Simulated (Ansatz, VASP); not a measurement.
## MoRu69 ((10-13) twin boundary in hcp Ru) in two plane-wave programs

One calculation is typed for both programs; each brings its own data sets. How far apart do they land? The structure shown is the start of the Ansatz relaxation below; VASP solves that cell, so the two are compared at the walk's first step.

Method: plane waves, with VASP 6.6.1 beside it; single point at PBE, in Ansatz 0.2.0.

## 1. The structure

The cell holds 70 atoms: 69 Ru and 1 Mo. Its edges and angles: a = 9.201 Å, b = 5.430 Å, c = 22.213 Å, α = 90.0°, β = 90.0°, γ = 63.7°. It derives from Ru. Two grains of Ru, one the mirror image of the other in the boundary plane, two boundaries a cell; of 6 trial joints (lateral shifts, openings, close atoms taken out) the lowest after a short relaxation with the MACE-MP-0b2 potential was kept (shift [0, 0] of the surface cell, opening 0.00 A, one of each pair under 1.88 A removed), then its atoms and the cell's length along the normal were relaxed with that potential. Lattice constants are starting values near those of PBE. The structure's axis is c. Nearest the centre at fractional (0.941, 0.294, 0.052): Mo70 at 0.00 Å, Ru19 at 2.32 Å, Ru39 at 2.61 Å, Ru4 at 2.61 Å, Ru3 at 2.68 Å, Ru38 at 2.68 Å, Ru6 at 2.68 Å, Ru36 at 2.71 Å.

## 2. Ansatz: relaxation, PBE

Ansatz runs on its default PAW (the set named soft_2) files.

The two programs are compared at the cell with which this relaxation starts, whose forces are those of its first step.

input.yaml

```yaml
crystal:
  lattice:
    - [9.20106, 0.0, 0.0]
    - [2.40338, 4.86915, 0.0]
    - [0.0, 0.0, 22.21325]
  atoms:
    - { symbol: Ru, position: [0.2541, 0.05943, 0.99972] }
    - { symbol: Mo, position: [0.94107, 0.2942, 0.05187] }
    - { symbol: Ru, position: [0.48589, 0.13558, 0.05952] }
    - { symbol: Ru, position: [0.18745, 0.35941, 0.1015] }
    - { symbol: Ru, position: [0.72738, 0.20447, 0.11326] }
    - { symbol: Ru, position: [0.43297, 0.42527, 0.15943] }
    - { symbol: Ru, position: [0.97512, 0.26866, 0.17205] }
    - { symbol: Ru, position: [0.67696, 0.49228, 0.21488] }
    - { symbol: Ru, position: [0.21847, 0.33615, 0.22366] }
    - { symbol: Ru, position: [0.9198, 0.06015, 0.27207] }
    - { symbol: Ru, position: [0.46382, 0.40214, 0.27912] }
    - { symbol: Ru, position: [0.16294, 0.12779, 0.3243] }
    - { symbol: Ru, position: [0.70484, 0.47137, 0.33685] }
    - { symbol: Ru, position: [0.40784, 0.19412, 0.38004] }
    - { symbol: Ru, position: [0.95135, 0.03649, 0.39429] }
    - { symbol: Ru, position: [0.65843, 0.25618, 0.43895] }
    - { symbol: Ru, position: [0.19694, 0.1023, 0.44223] }
    - { symbol: Ru, position: [0.89468, 0.32899, 0.49974] }
    - { symbol: Ru, position: [0.43432, 0.17426, 0.49973] }
    - { symbol: Ru, position: [0.9411, 0.29418, 0.94759] }
    - { symbol: Ru, position: [0.4859, 0.13557, 0.93992] }
    - { symbol: Ru, position: [0.18748, 0.35939, 0.89795] }
    - { symbol: Ru, position: [0.7274, 0.20445, 0.88619] }
    - { symbol: Ru, position: [0.43299, 0.42526, 0.84002] }
    - { symbol: Ru, position: [0.97514, 0.26865, 0.8274] }
    - { symbol: Ru, position: [0.67696, 0.49228, 0.78457] }
    - { symbol: Ru, position: [0.2185, 0.33612, 0.77579] }
    - { symbol: Ru, position: [0.91982, 0.06014, 0.72739] }
    - { symbol: Ru, position: [0.46383, 0.40212, 0.72034] }
    - { symbol: Ru, position: [0.16295, 0.12779, 0.67515] }
    - { symbol: Ru, position: [0.70484, 0.47137, 0.66261] }
    - { symbol: Ru, position: [0.40785, 0.19412, 0.61942] }
    - { symbol: Ru, position: [0.95134, 0.03649, 0.60517] }
    - { symbol: Ru, position: [0.65843, 0.25618, 0.56051] }
    - { symbol: Ru, position: [0.19693, 0.1023, 0.55724] }
    - { symbol: Ru, position: [0.2541, 0.55943, 0.99972] }
    - { symbol: Ru, position: [0.94107, 0.7942, 0.05187] }
    - { symbol: Ru, position: [0.48589, 0.63558, 0.05952] }
    - { symbol: Ru, position: [0.18745, 0.85941, 0.1015] }
    - { symbol: Ru, position: [0.72738, 0.70447, 0.11326] }
    - { symbol: Ru, position: [0.43297, 0.92527, 0.15943] }
    - { symbol: Ru, position: [0.97512, 0.76866, 0.17205] }
    - { symbol: Ru, position: [0.67696, 0.99228, 0.21488] }
    - { symbol: Ru, position: [0.21847, 0.83615, 0.22366] }
    - { symbol: Ru, position: [0.9198, 0.56015, 0.27207] }
    - { symbol: Ru, position: [0.46382, 0.90214, 0.27912] }
    - { symbol: Ru, position: [0.16294, 0.62779, 0.3243] }
    - { symbol: Ru, position: [0.70484, 0.97137, 0.33685] }
    - { symbol: Ru, position: [0.40784, 0.69412, 0.38004] }
    - { symbol: Ru, position: [0.95135, 0.53649, 0.39429] }
    - { symbol: Ru, position: [0.65843, 0.75618, 0.43895] }
    - { symbol: Ru, position: [0.19694, 0.6023, 0.44223] }
    - { symbol: Ru, position: [0.89468, 0.82899, 0.49974] }
    - { symbol: Ru, position: [0.43432, 0.67426, 0.49973] }
    - { symbol: Ru, position: [0.9411, 0.79418, 0.94759] }
    - { symbol: Ru, position: [0.4859, 0.63557, 0.93992] }
    - { symbol: Ru, position: [0.18748, 0.85939, 0.89795] }
    - { symbol: Ru, position: [0.7274, 0.70445, 0.88619] }
    - { symbol: Ru, position: [0.43299, 0.92526, 0.84002] }
    - { symbol: Ru, position: [0.97514, 0.76865, 0.8274] }
    - { symbol: Ru, position: [0.67696, 0.99228, 0.78457] }
    - { symbol: Ru, position: [0.2185, 0.83612, 0.77579] }
    - { symbol: Ru, position: [0.91982, 0.56014, 0.72739] }
    - { symbol: Ru, position: [0.46383, 0.90212, 0.72034] }
    - { symbol: Ru, position: [0.16295, 0.62779, 0.67515] }
    - { symbol: Ru, position: [0.70484, 0.97137, 0.66261] }
    - { symbol: Ru, position: [0.40785, 0.69412, 0.61942] }
    - { symbol: Ru, position: [0.95134, 0.53649, 0.60517] }
    - { symbol: Ru, position: [0.65843, 0.75618, 0.56051] }
    - { symbol: Ru, position: [0.19693, 0.6023, 0.55724] }
kpoints:
  mp_grid: { grid: [2, 3, 1] }
hamiltonian:
  xc: pbe
scf:
  occupations: { method: fermi_dirac, width: 0.1 }
output:
  forces: true
  eigenvalues: true
relax:
  f_tol: 0.05
  max_steps: 90
```

Command:

```sh
> ansatz run input.yaml --threads 6 --pin off --max-ram 102400MiB --backend cuda --events-out ev --progress --plain --runs-dir out
```

Numbers of over 12 decimals in the logs are rounded to 6 here.

The program printed:

```text
Engine: ansatz 0.2.0, x86_64-unknown-linux-gnu
Pseudopotentials: kind: paw
Pseudopotential: Ru, paw, valence charge 16, recommended cutoff 420 eV (normal), Ru.paw.azcp
Pseudopotential: Mo, paw, valence charge 14, recommended cutoff 420 eV (normal), Mo.paw.azcp
Functional definition: PBE
  parameter kappa = 0.804
  parameter beta = 0.066725
  exchange = pbe_x(kappa = kappa, mu = beta*pi^2/3)
  correlation = pbe_c(beta = beta)
device memory: the entry about to start is reckoned to put 21.5 GiB on a device that reports 64.8 GiB free
GPU FFT provider: cuFFT
GPU libraries: cuBLAS 13.8.2, cuFFT 12.4.0, cuSOLVER 12.3.4
Crystal: 70 atoms, lattice volume = 995.183 Å³
Basis set: ecut = 420 eV, 19417 PW (Γ), exchange–correlation on 128×80×300 points (8 copies of the dense FFT grid, shifted against one another)
Bands: 671, of which v1, the nominal top of the filled ones, is band 559 counted from 1 (558 counted from 0)
Symmetry: 1 space group operations
Space group: P1 (ITA 1), of the structure as read, at distance tolerance 1.0e-4 Å
k-points: 4 of 6 (time reversal used)
Non-local potential: Ru, projectors of the file, l = 0: 3, l = 1: 2, l = 2: 2, l = 3: 1
Non-local potential: Mo, projectors of the file, l = 0: 3, l = 1: 2, l = 2: 2, l = 3: 1
PAW form: soft (Blöchl's): semilocal exchange-correlation on the pseudo side does not see the compensation charge
PAW one-centre angular grid: Ru, 590 points (default); XC on 64 Gauss nodes
PAW one-centre angular grid: Mo, 590 points (default); XC on 64 Gauss nodes
Initial density: superposition of atomic densities (neutral atoms: chi_scale 0, normalization atom), corrected by the library's trained network
Initial wavefunctions: pseudopotential atomic-orbital guess
GPU buffer pool allocated for 384000 grid points (all kernels)
GPU transforms: local potential and band sums: pruned to the plane-wave sphere, on 64×40×150
Functional: x = pbe(κ = 0.804, μ = 0.219515), c = pbe(β = 0.066725)
SCF iter   1: F=—  HF=-410578.701057 eV  |F-HF|=—  |Δ(HF+E_count)|=         —  Δρ=9.58e-3  dr2=5.57e0  ethr=1.77e-3  ⟨swp⟩=5.0  Hψ=8437  notcnv=0  defer=12
preconditioner: auto → Kerker (q_TF=auto, 2.782 Å⁻¹)  [metal: Δε(μ)=0.013 eV  Ē_g=4.618 eV  σ=0.100 eV  W_gap=0.03  n_scr=370 (ndim 8)  ℏωp=27.8 eV  f_vac=0.004  D(μ)=64.15/eV (n_scr^D=640)]
SCF iter   2: F=—  HF=-410578.719983 eV  |F-HF|=—  |Δ(HF+E_count)|=   1.89e-2  Δρ=5.13e-3  dr2=1.95e0  ethr=4.98e-4  ⟨swp⟩=1.0  Hψ=3088  notcnv=0  defer=23
SCF iter   3: F=—  HF=-410578.728726 eV  |F-HF|=—  |Δ(HF+E_count)|=   8.74e-3  Δρ=6.30e-4  dr2=7.34e-2  ethr=1.75e-4  ⟨swp⟩=1.0  Hψ=2655  notcnv=0  defer=23
SCF iter   4: F=—  HF=-410578.729337 eV  |F-HF|=—  |Δ(HF+E_count)|=   6.11e-4  Δρ=2.16e-4  dr2=7.95e-3  ethr=6.56e-6  ⟨swp⟩=2.0  Hψ=3177  notcnv=0  defer=23
SCF iter   5: F=—  HF=-410578.726485 eV  |F-HF|=—  |Δ(HF+E_count)|=   2.85e-3  Δρ=8.90e-5  dr2=5.61e-4  ethr=7.11e-7  ⟨swp⟩=2.0  Hψ=3119  notcnv=0  defer=23
SCF iter   6: F=-410578.726432 eV  HF=-410578.726453 eV  |F-HF|=2.11e-5  |Δ(HF+E_count)|=   3.16e-5  Δρ=2.93e-5  dr2=3.09e-5  ethr=5.59e-9  ⟨swp⟩=7.0  Hψ=10823  notcnv=0
SCF 1 converged in 6 iterations: F = -410578.726432 eV  dr2 = 3.09e-5
  greatest PAW one-centre occupation: 0.998 electrons in one spin orbital (limit 2), on the Mo atom at site 1 (counted from 0), in its partial waves of l = 0
relax step   1: F+E_penalty+E_count = -410578.72643217 eV  Δ(F+E_penalty+E_count) = +0.000e0 eV  max|allowed force component| = 4.143e-1 eV/Å  Δτ_max = 0.0000 Å  (6 SCF iters, dr2 threshold 6.25e-5 eV, accepted)
device memory: the entry about to start is reckoned to put 20.7 GiB (of the 21.5 GiB reckoned in all, the device holds 0.8 GiB already) on a device that reports 63.6 GiB free
GPU FFT provider: cuFFT
GPU libraries: cuBLAS 13.8.2, cuFFT 12.4.0, cuSOLVER 12.3.4
Initial density: handed on by an earlier stage of this run
Initial wavefunctions: those handed on with the density
GPU buffer pool allocated for 384000 grid points (all kernels)
GPU transforms: local potential and band sums: pruned to the plane-wave sphere, on 64×40×150
iter 1 solved again at ethr=6.41e-5 eV; its pass at ethr=3.10e-3 eV (dr2=7.16e-1 eV) is discarded
SCF iter   1: F=—  HF=-410578.799029 eV  |F-HF|=—  |Δ(HF+E_count)|=         —  Δρ=3.80e-3  dr2=6.73e-1  ethr=6.41e-5  ⟨swp⟩=1.0  Hψ=6459  notcnv=0  defer=29
preconditioner: auto → Kerker (q_TF=auto, 2.782 Å⁻¹)  [metal: Δε(μ)=0.027 eV  Ē_g=4.617 eV  σ=0.100 eV  W_gap=0.07  n_scr=370 (ndim 8)  ℏωp=27.8 eV  f_vac=0.004  D(μ)=65.10/eV (n_scr^D=654)]
SCF iter   2: F=—  HF=-410578.781306 eV  |F-HF|=—  |Δ(HF+E_count)|=   1.77e-2  Δρ=2.21e-3  dr2=2.32e-1  ethr=6.02e-5  ⟨swp⟩=1.0  Hψ=2655  notcnv=0  defer=29
SCF iter   3: F=—  HF=-410578.773082 eV  |F-HF|=—  |Δ(HF+E_count)|=   8.22e-3  Δρ=3.41e-4  dr2=4.95e-3  ethr=2.07e-5  ⟨swp⟩=1.0  Hψ=2655  notcnv=0  defer=29
[...]
--- Relaxed structure (3 steps of the walk, 3 accepted, 0 SCFs on fresh bases) ---
  F+E_penalty+E_count = -410578.77618425 eV   max|allowed force component| = 3.673e-2 eV/Å
  atoms:
    - { symbol: Ru, position: [0.254015, 0.059273, 0.999308] }
    - { symbol: Mo, position: [0.937351, 0.296855, 0.051310] }
    - { symbol: Ru, position: [0.485817, 0.135749, 0.059517] }
    - { symbol: Ru, position: [0.188585, 0.360331, 0.101714] }
    - { symbol: Ru, position: [0.725082, 0.203384, 0.114574] }
    - { symbol: Ru, position: [0.431856, 0.426620, 0.160212] }
    - { symbol: Ru, position: [0.974404, 0.269139, 0.170646] }
    - { symbol: Ru, position: [0.675984, 0.492716, 0.215016] }
    - { symbol: Ru, position: [0.216677, 0.337277, 0.224007] }
    - { symbol: Ru, position: [0.918730, 0.060892, 0.272036] }
    - { symbol: Ru, position: [0.462291, 0.403539, 0.279668] }
    - { symbol: Ru, position: [0.161116, 0.129059, 0.324517] }
    - { symbol: Ru, position: [0.704094, 0.472109, 0.336744] }
    - { symbol: Ru, position: [0.407422, 0.194491, 0.380212] }
    - { symbol: Ru, position: [0.950472, 0.037146, 0.394419] }
    - { symbol: Ru, position: [0.657637, 0.256615, 0.438965] }
    - { symbol: Ru, position: [0.196096, 0.103067, 0.442346] }
    - { symbol: Ru, position: [0.894022, 0.329324, 0.499762] }
    - { symbol: Ru, position: [0.433437, 0.174940, 0.499830] }
    - { symbol: Ru, position: [0.944831, 0.291272, 0.945989] }
    - { symbol: Ru, position: [0.488219, 0.133901, 0.940104] }
    - { symbol: Ru, position: [0.190667, 0.357922, 0.897604] }
    - { symbol: Ru, position: [0.728254, 0.203215, 0.885777] }
    - { symbol: Ru, position: [0.434520, 0.424133, 0.839865] }
    - { symbol: Ru, position: [0.976225, 0.267786, 0.826839] }
[...]
- { symbol: Ru, position: [0.920957, 0.559494, 0.727308] }
    - { symbol: Ru, position: [0.464468, 0.901551, 0.720259] }
    - { symbol: Ru, position: [0.163267, 0.627596, 0.675009] }
    - { symbol: Ru, position: [0.705664, 0.970833, 0.662604] }
    - { symbol: Ru, position: [0.408362, 0.693807, 0.619322] }
    - { symbol: Ru, position: [0.951344, 0.536557, 0.605007] }
    - { symbol: Ru, position: [0.658061, 0.756563, 0.560526] }
    - { symbol: Ru, position: [0.196975, 0.602300, 0.557214] }
```

(Part 1 of 2 ends here.)

[Lines on the potential files, build, host, timing and source positions are cut from VASP's logs without a mark.]

[Logs are printed without paths, hosts, clocks, repeated set-up lines and the standing remarks that a program may print on its own settings, such as how far it seeks lower states.]

[Hosts, paths, dates, database ids (printed as entryN), source tags and the programs' standing remarks are cut or masked in the printed files.]
